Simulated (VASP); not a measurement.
Consider the following.

```
CELL_PARAMETERS angstrom
      0.00000     2.67907     2.67907
      2.67907     0.00000     2.67907
      2.67907     2.67907     0.00000
ATOMIC_POSITIONS crystal
  Co 0.00000 0.00000 0.00000
  Si 0.25000 0.25000 0.25000
  Si 0.75000 0.75000 0.75000
```

All values below come from PBE GGA, VASP's PBE PAW potentials (set 64) (plane waves; VASP). Settings: 520 eV cut-off, 10×10×10 Γ-centred mesh, first-order Methfessel-Paxton smearing of 0.10 eV, potentials Co Si.

**Question.** Give the energy at these volumes per atom, relative to the lowest: 12.06, 12.44, 12.83, 13.21, 13.60 Å³.

**Answer.** 28.4, 6.6, 0.0, 6.4, 23.6 meV/atom. A third-order Birch-Murnaghan fit gives B0 = 179 GPa and B0′ = 4.6.

Measured: a 5.365 Å (computed value off by -0.1 %), as given by Ganesh Hegde et al., Applied Physics Letters (2014), arXiv:1405.1317. The calculation is for a static lattice, while the measured a holds thermal and zero-point effects, which are part of the difference.

The compound is CoSi2 in the fluorite structure. It was relaxed first. The run is not spin-polarised, so no magnetic state was tried.
